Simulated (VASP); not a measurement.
BiP:

```
Bi P
1.0
     4.40003    0.00000    0.00000
     0.00000    4.40003    0.00000
     0.00000    0.00000    6.17596
Bi P
2 2
Direct
  0.00000 0.00000 0.00000
  0.50000 0.50000 0.00000
  0.00000 0.50000 0.24498
  0.50000 0.00000 0.75502
```

The cell was built by a generator and needn't be a form met in nature.

The cell isn't the ideal one: sheets of the MnSb type stacked, one a cell (P4/nmm, No. 129).

* Program: VASP 6.6.1
* Task: relaxation of cell and atoms
* Functional: PBE
* Dispersion: D3(BJ)
* Potentials or basis: VASP PAW PBE potentials, release 64 (Bi_d, P)
* Cutoff: 600 eV
* k mesh: 4 × 4 × 4
* Occupations: gaussian, width 0.1 eV
* Spin: no spin polarisation

At the start: pressure 15.4 GPa; volume 29.89 Å³/atom.

Question: Where does the relaxation end?

Answer: Over 39 steps the energy falls by 741.0 meV/atom and the volume is 23.67 Å³/atom (-20.8 %); space group P4/nmm (No. 129, to 0.05 Å).

The path:
```tsv
step	energy change (eV)	largest force (eV/Å)	pressure (GPa)	volume (Å³)
1	0.0000	1.9135	15.37	119.57
2	-0.7517	1.3333	-6.04	175.37
3	-1.4619	0.4322	-0.87	147.87
4	-1.4621	0.4021	-0.68	147.27
5	-1.5998	0.3659	-0.87	145.09
6	-1.9185	0.0360	-1.68	137.44
7	-2.3470	0.1836	-3.48	116.90
8	-2.4476	0.5121	-0.58	108.14
9	-2.4556	0.6553	0.56	105.51
10	-2.5253	0.8669	1.08	102.64
11	-2.6542	0.7486	2.56	97.50
12	-2.7123	0.3905	8.77	86.92
13	-2.6993	0.6769	4.23	94.19
14	-2.7742	0.5203	6.08	90.58
15	-2.7682	0.4719	7.33	88.76
16	-2.7771	0.4995	6.64	89.73
17	-2.7900	0.4653	6.66	89.41
18	-2.7922	0.3563	6.83	88.60
19	-2.7969	0.4070	6.75	88.95
20	-2.8136	0.3931	6.28	89.36
21	-2.8570	0.3515	4.95	90.57
22	-2.9153	0.2713	2.50	93.03
23	-2.9285	0.1266	-1.58	98.07
24	-2.9387	0.1802	-0.11	96.09
25	-2.9387	0.1843	0.00	95.95
26	-2.9392	0.1836	0.00	95.94
27	-2.9406	0.1816	0.01	95.94
28	-2.9433	0.1769	-0.02	95.92
29	-2.9478	0.1658	-0.01	95.89
30	-2.9530	0.1378	-0.04	95.82
31	-2.9490	0.0768	-0.03	95.67
32	-2.9539	0.1181	-0.04	95.78
33	-2.9552	0.1080	-0.07	95.76
34	-2.9586	0.0779	-0.19	95.71
35	-2.9625	0.0176	-0.41	95.60
36	-2.9588	0.1027	-0.77	95.39
37	-2.9630	0.0127	-0.48	95.55
38	-2.9640	0.0075	-0.24	95.15
39	-2.9642	0.0013	0.09	94.69
```

Final structure:
```cif
data_structure
_symmetry_space_group_name_H-M 'P 1'
_symmetry_Int_Tables_number 1
_cell_length_a 5.4277
_cell_length_b 5.4277
_cell_length_c 3.2141
_cell_angle_alpha 90.000
_cell_angle_beta 90.000
_cell_angle_gamma 90.000
_cell_volume 94.69
loop_
_atom_site_label
_atom_site_type_symbol
_atom_site_fract_x
_atom_site_fract_y
_atom_site_fract_z
_atom_site_occupancy
Bi1 Bi 0.00000 0.00000 0.00000 1
Bi2 Bi 0.50000 0.50000 0.00000 1
P1 P 0.00000 0.50000 0.28925 1
P2 P 0.50000 0.00000 0.71075 1
```

Caveat: the volume moved by over 15 % at a fixed basis, so the end points are rough.
